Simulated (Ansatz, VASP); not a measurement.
# Cross-check of SiO2 (Stishovite) between VASP and Ansatz, part 2 of 2

Wanted: the spread between two codes on one cell, functional and k mesh. The cell is taken from a series of runs on this material, whose earlier steps may have relaxed, scaled, displaced or heated it; both programs get it as it stands.

VASP 6.6.1 and Ansatz 0.2.0.

So far. Step 2 (VASP: single point, HSE06): The run ends at a pressure of -0.59 GPa, with forces up to 0.13 eV/Å.

## Step 3: Ansatz: single point, HSE06

Level of this step: Ansatz beside VASP: Kohn-Sham DFT, plane waves, HSE06 (Ansatz).

Ansatz runs on its PAW soft_1 files.

The same cell, functional and mesh now go to Ansatz, which takes its cutoff from its data sets.

input.yaml

```yaml
crystal:
  lattice:
    - [4.1773, 0.0, 0.0]
    - [0.0, 4.1773, 0.0]
    - [0.0, 0.0, 2.6652]
  atoms:
    - { symbol: Si, position: [0.0, 0.0, 0.0] }
    - { symbol: Si, position: [0.5, 0.5, 0.5] }
    - { symbol: O, position: [0.305489156, 0.305489156, 0.0] }
    - { symbol: O, position: [0.194510844, 0.805489156, 0.5] }
    - { symbol: O, position: [0.694510844, 0.694510844, 0.0] }
    - { symbol: O, position: [0.805489156, 0.194510844, 0.5] }
kpoints:
  mp_grid: { grid: [4, 4, 6] }
  band_path:
    path:
      - [0.0, 0.0, 0.0]
      - [0.0, 0.5, 0.0]
      - [0.5, 0.5, 0.0]
      - [0.0, 0.0, 0.5]
      - [0.0, 0.5, 0.5]
      - [0.5, 0.5, 0.5]
    npoints: 1
hamiltonian:
  xc: hse06
  pseudopotentials: { kind: paw, azcp: { folder: soft_1 } }
scf:
  occupations: { method: fixed }
  n_extra_bands: 6
output:
  eigenvalues: true
  write_density: true
  write_potential: true
  elf: true
  volumetric_format: npy
```

The run is started by

```console
> ansatz run input.yaml --threads 3 --pin off --max-ram 92160MiB --backend cuda --events-out ev --progress --plain --runs-dir out --devices 1 --max-vram 13GiB
```

Numbers of over 12 decimals in the logs are rounded to 6 here.

Log:

```text
scf.n_extra_bands = 6 over 16 filled bands (N_el = 32.0): the run solves 22 bands
GPUs: using 1 of 1 available (devices: 1).
Engine: ansatz 0.2.0, x86_64-unknown-linux-gnu
Pseudopotentials: kind: paw
Pseudopotential: Si, paw, valence charge 4, recommended cutoff 420 eV (normal), soft_1/Si.paw.azcp
Pseudopotential: O, paw, valence charge 6, recommended cutoff 420 eV (normal), soft_1/O.paw.azcp
Functional definition: HSE06
  parameter a = 0.25
  parameter omega = 0.11/bohr
  exchange = pbe_x - a*pbe_x_sr(omega) + a*exact_x_sr(omega)
  correlation = pbe_c
davidson cushion auto → on  (no smearing: the cushion is to keep the highest requested band from converging to the state above it; pin scf.eigensolver.cushion to override)
device memory: the entry about to start is reckoned to put 0.6 GiB on a device that reports 48.6 GiB free (of which the cap on the GPU budget leaves the run 13.0 GiB)
GPU FFT provider: cuFFT
GPU libraries: cuBLAS 13.8.2, cuFFT 12.4.0, cuSOLVER 12.3.4
Crystal: 6 atoms, lattice volume = 46.507 Å³
Basis set: ecut = 420 eV, 913 PW (Γ)
Bands: 22, of which v1, the nominal top of the filled ones, is band 16 counted from 1 (15 counted from 0)
Symmetry: 16 space group operations
Space group: P42/mnm (ITA 136), of the structure as read, at distance tolerance 3.6e-5 Å
k-points: 24 of 96
Non-local potential: Si, projectors of the file, l = 0: 2, l = 1: 2, l = 2: 1
Non-local potential: O, projectors of the file, l = 0: 2, l = 1: 2, l = 2: 1
PAW form: soft (Blöchl's): semilocal exchange-correlation on the pseudo side does not see the compensation charge
PAW frozen core: Si, regenerated for the run's functional, and the local potential with it (the file was generated under x = pbe(κ = 0.804, μ = 0.219515), c = pbe(β = 0.066725))
PAW frozen core: O, regenerated for the run's functional, and the local potential with it (the file was generated under x = pbe(κ = 0.804, μ = 0.219515), c = pbe(β = 0.066725))
PAW one-centre angular grid: Si, 110 points (default); XC on 64 Gauss nodes
PAW one-centre angular grid: O, 110 points (default); XC on 96 Gauss nodes
Initial density: superposition of atomic densities (chi_scale 0.1, normalization cell, long waves kept (reshape's long-wave potential 0.00 eV rms))
Initial wavefunctions: pseudopotential atomic-orbital guess
GPU buffer pool allocated for 16200 grid points (all kernels)
GPU transforms: local potential and band sums: pruned to the plane-wave sphere, on 27×27×18
Functional: x = pbe(κ = 0.804, μ = 0.219515), c = pbe(β = 0.066725), warm-up for x = pbe(κ = 0.804, μ = 0.219515) + 0.25 (exact − pbe) at short range (hse, ω = 0.207870 Å⁻¹), c = pbe(β = 0.066725); HSE06 as pw.x's `hse` composes it (authors' and Libxc's form: `xc: wpbeh`)
SCF iter   1: F=—  HF=-3549.197054 eV  |F-HF|=—  |Δ(HF+E_count)|=         —  Δρ=1.50e-1  dr2=8.35e0  ethr=1.00e-1  ⟨swp⟩=5.2  Hψ=1909  notcnv=0
preconditioner: auto → none  [insulator: Δε(μ)=6.758 eV  Ē_g=19.739 eV  n_scr=10 (ndim 8)  ℏωp=30.8 eV  f_vac=0.000]
iter 2 solved again at ethr=2.20e-3 eV; its pass at ethr=2.61e-2 eV (dr2=7.04e-1 eV) is discarded
SCF iter   2: F=—  HF=-3547.107354 eV  |F-HF|=—  |Δ(HF+E_count)|=    2.09e0  Δρ=6.50e-2  dr2=7.10e-1  ethr=2.20e-3  ⟨swp⟩=3.2  Hψ=2718  notcnv=0  defer=3
SCF iter   3: F=—  HF=-3546.963789 eV  |F-HF|=—  |Δ(HF+E_count)|=   1.44e-1  Δρ=2.40e-2  dr2=8.87e-2  ethr=2.20e-3  ⟨swp⟩=3.0  Hψ=1236  notcnv=0
SCF iter   4: F=—  HF=-3547.000996 eV  |F-HF|=—  |Δ(HF+E_count)|=   3.72e-2  Δρ=3.24e-3  dr2=4.30e-3  ethr=2.77e-4  ⟨swp⟩=3.1  Hψ=1330  notcnv=0
SCF iter   5: F=-3547.000117 eV  HF=-3547.000117 eV  |F-HF|=6.30e-7  |Δ(HF+E_count)|=   8.79e-4  Δρ=2.50e-4  dr2=1.16e-5  ethr=1.34e-5  ⟨swp⟩=3.8  Hψ=1501  notcnv=0  defer=3
SCF 1 stopped early in 5 iterations: F = -3547.000117 eV  dr2 = 1.16e-5
  greatest PAW one-centre occupation: 0.859 electrons in one spin orbital (limit 2), on the O atom at site 4 (counted from 0), in its partial waves of l = 0
device memory: the entry about to start is reckoned to put 1.1 GiB on a device that reports 47.8 GiB free (of which the cap on the GPU budget leaves the run 13.0 GiB)
GPU FFT provider: cuFFT
GPU libraries: cuBLAS 13.8.2, cuFFT 12.4.0, cuSOLVER 12.3.4
Initial density: handed on by an earlier stage of this run
Initial wavefunctions: those handed on with the density
GPU buffer pool allocated for 16200 grid points (all kernels)
GPU transforms: local potential and band sums: pruned to the plane-wave sphere, on 27×27×18
Functional: x = pbe(κ = 0.804, μ = 0.219515) + 0.25 (exact − pbe) at short range (hse, ω = 0.207870 Å⁻¹), c = pbe(β = 0.066725); HSE06 as pw.x's `hse` composes it (authors' and Libxc's form: `xc: wpbeh`)
Exchange kernel: α = 0.2500, screened, ω = 0.2079 Å⁻¹, Wigner–Seitz truncation, v(0) = 1037.1077 eV·Å³, q-mesh 4×4×6, nearest image of the exchange supercell L = 15.99 Å, pair-density grid 30×30×18, without the augmentation charges, whose exchange is taken in its separable form by FFT convolution over the k-point mesh (the finest that the files' search goes to), smooth part of the exact exchange by density-matrix convolution in up to 1.22 GiB of GPU memory as planned if the GPU has room (build and FFT work areas not counted)
Frozen-core exchange: fock
SCF iter   1: F=—  HF=-3547.846871 eV  |F-HF|=—  |Δ(HF+E_count)|=         —  Δρ=9.29e-3  dr2=2.45e-2  ethr=3.63e-7  ⟨swp⟩=8.6  Hψ=3268  notcnv=0
preconditioner: auto → none  [insulator: Δε(μ)=7.767 eV  Ē_g=21.569 eV  n_scr=10 (ndim 8)  ℏωp=30.8 eV  f_vac=0.000]
SCF iter   2: F=—  HF=-3547.838266 eV  |F-HF|=—  |Δ(HF+E_count)|=   8.60e-3  Δρ=3.76e-3  dr2=8.27e-3  ethr=3.63e-7  ⟨swp⟩=5.3  Hψ=2264  notcnv=0
SCF iter   3: F=—  HF=-3547.835960 eV  |F-HF|=—  |Δ(HF+E_count)|=   2.31e-3  Δρ=1.17e-3  dr2=1.22e-3  ethr=3.63e-7  ⟨swp⟩=5.0  Hψ=2318  notcnv=0
SCF iter   4: F=—  HF=-3547.845740 eV  |F-HF|=—  |Δ(HF+E_count)|=   9.78e-3  Δρ=6.76e-4  dr2=1.17e-4  ethr=3.63e-7  ⟨swp⟩=5.0  Hψ=2249  notcnv=0  defer=1
SCF iter   5: F=—  HF=-3547.845710 eV  |F-HF|=—  |Δ(HF+E_count)|=   3.01e-5  Δρ=9.50e-5  dr2=1.72e-5  ethr=3.37e-7  ⟨swp⟩=3.0  Hψ=1303  notcnv=0
SCF iter   6: F=—  HF=-3547.845848 eV  |F-HF|=—  |Δ(HF+E_count)|=   1.38e-4  Δρ=1.85e-4  dr2=1.40e-5  ethr=4.91e-9  ⟨swp⟩=5.6  Hψ=2188  notcnv=0  defer=4
SCF iter   7: F=-3547.845843 eV  HF=-3547.845843 eV  |F-HF|=7.77e-8  |Δ(HF+E_count)|=   4.76e-6  Δρ=1.57e-5  dr2=3.86e-7  ethr=4.91e-9  ⟨swp⟩=4.0  Hψ=2002  notcnv=0
SCF 2 stopped early in 7 iterations: F = -3547.845843 eV  dr2 = 3.86e-7
  greatest PAW one-centre occupation: 0.863 electrons in one spin orbital (limit 2), on the O atom at site 5 (counted from 0), in its partial waves of l = 0
hybrid outer 1: dexx = +1.094e-2 eV, tail = 1.49e-5 eV
GPU FFT provider: cuFFT
GPU libraries: cuBLAS 13.8.2, cuFFT 12.4.0, cuSOLVER 12.3.4
GPU buffer pool allocated for 16200 grid points (all kernels)
GPU transforms: local potential and band sums: pruned to the plane-wave sphere, on 27×27×18
Exchange kernel: α = 0.2500, screened, ω = 0.2079 Å⁻¹, Wigner–Seitz truncation, v(0) = 1037.1077 eV·Å³, q-mesh 4×4×6, nearest image of the exchange supercell L = 15.99 Å, pair-density grid 30×30×18, without the augmentation charges, whose exchange is taken in its separable form by FFT convolution over the k-point mesh (the finest that the files' search goes to), smooth part of the exact exchange by density-matrix convolution in up to 1.22 GiB of GPU memory as planned if the GPU has room (build and FFT work areas not counted)
Frozen-core exchange: fock
SCF iter   1: F=—  HF=-3547.845915 eV  |F-HF|=—  |Δ(HF+E_count)|=         —  Δρ=3.74e-5  dr2=3.61e-7  ethr=2.32e-7  ⟨swp⟩=3.9  Hψ=1383  notcnv=0
preconditioner: auto → none  [insulator: Δε(μ)=7.736 eV  Ē_g=21.547 eV  n_scr=10 (ndim 8)  ℏωp=30.8 eV  f_vac=0.000]
SCF iter   2: F=—  HF=-3547.845915 eV  |F-HF|=—  |Δ(HF+E_count)|=   2.13e-7  Δρ=2.10e-5  dr2=1.10e-7  ethr=8.19e-10  ⟨swp⟩=4.8  Hψ=1961  notcnv=0
SCF iter   3: F=-3547.845915 eV  HF=-3547.845915 eV  |F-HF|=2.00e-8  |Δ(HF+E_count)|=   1.04e-8  Δρ=1.04e-5  dr2=3.67e-8  ethr=2.93e-10  ⟨swp⟩=3.2  Hψ=1644  notcnv=0
SCF 3 converged in 3 iterations: F = -3547.845915 eV  dr2 = 3.67e-8
hybrid outer 2: dexx = +1.468e-7 eV, tail = 8.16e-8 eV, Δε = 1.56e-3 eV (about 1.28e-4 eV left of the loop's levels)
the search or the solves at the SCF's close seem to have found levels that the self-consistency loop had missed (the run counts 1). By its estimate they hold under 1e-12 electrons; where the run keeps them, the occupations were computed again with them
device memory: the entry about to start is reckoned to put 0.3 GiB on a device that reports 47.8 GiB free (of which the cap on the GPU budget leaves the run 13.0 GiB)
NSCF: frozen V_eff on 6 k-points
hybrid SCF converged: 2 outer / 10 inner (+5 warm-up), last move |dexx| = 1.47e-7 eV, tail = 8.16e-8 eV
Stability not checked: this state was not tested for a lower state beside it, because the functional holds exact exchange (a hybrid, or Hartree-Fock), whose exchange loop this test does not read (fock_operator; see scf.lower_state_search)
Free energy (F): -3547.845915 eV
Frozen-core exchange: fock
Harris-Foulkes:  -3547.845915 eV  (|F-HF|=2.00e-8)
Internal energy: -3547.845915 eV  (E = F + TS)
E sigma→0 (E₀):  -3547.845915 eV
Fermi energy:    9.191728 eV
--- Per-component energies (eV) ---
  E_band       = 6.110976
  E_kinetic    = 792.540607
  E_local      = -1200.572216  (includes V_loc(G=0)·N_el)
  E_nonlocal   = 243.755108
  E_hartree    = 442.265855
  E_xc         = -326.532030
  E_vxc        = -375.751288  (∫ρ·V_xc dr)
  E_exx        = -92.828797  (= α·E_x^exact, valence–valence)
  E_paw        = -1665.697581  (= ΣΔE_a)
  E_vpaw       = -152.744471  (= ΣTr[D̂ρ^β])
  E_aug_tail   = 0.003139  (compensation charges beyond the density's cutoff)
  E_ewald      = -1740.555127
  E_core_change = -0.224872  (= ΣΔE_core)
  E_smearing   = -0.000000  (= −TS)
  E_closure    = 0.000000  (closes the sum)
  Σ components = -3547.845915   (vs F -3547.845915, Δ=0.00e0)
--- Band table (eV; the first three rows and the last of 24) ---
  k-point 0: bands = [... 12 lower, 6.7980, 8.3517, 8.3517, 9.1917, 16.9271, 17.9623, 19.8205, 19.8205, ... 2 higher]
  k-point 1: bands = [... 12 lower, 5.6099, 8.0517, 8.0517, 8.8234, 18.1317, 19.8950, 21.4024, 21.4024, ... 2 higher]
  k-point 2: bands = [... 12 lower, 4.1859, 7.1523, 7.1523, 7.6666, 19.4086, 22.0357, 22.1934, 23.9536, ... 2 higher]
  k-point 23: bands = [... 12 lower, 7.3945, 7.3945, 7.5125, 7.5125, 18.5188, 18.5188, 22.4253, 22.4253, ... 2 higher]
```

## Step 4: Side by side

Known differences besides the potentials themselves: exact exchange at q = 0 is treated differently, which shows on coarse meshes; VASP keeps PBE cores, Ansatz makes them for the functional; fixed occupations in Ansatz, narrow Gaussian smearing in VASP; the cutoff is 420 eV in Ansatz and 520 eV in VASP; VASP takes a coarser grid for exact exchange (PRECFOCK = Fast). Total energies have different zeros and are not compared.

Compared:

| quantity | Ansatz | VASP | difference |
| --- | --- | --- | --- |
| gap on the k mesh (eV) | 7.735 | 7.714 | +0.021 |

A gap on the mesh is an upper bound, since the band edges may lie between its points.

## Step 5: Results

```
difference in gap on the k mesh (single point, HSE06) : 0.021 eV
```

The difference in gap on the k mesh is 0.021 eV (single point, HSE06), within the 0.08 eV picked in this series as the mark of a large difference. Such differences can come from data sets, numerical settings and the points named under the comparisons, not from the functional's error against experiment.

[Lines on the potential files, build, host, timing and source positions are cut from VASP's logs without a mark.]

[Logs are printed without paths, hosts, clocks, repeated set-up lines and the standing remarks that a program may print on its own settings, such as how far it seeks lower states.]

[Hosts, paths, dates, database ids (printed as entryN), source tags and the programs' standing remarks are cut or masked in the printed files.]
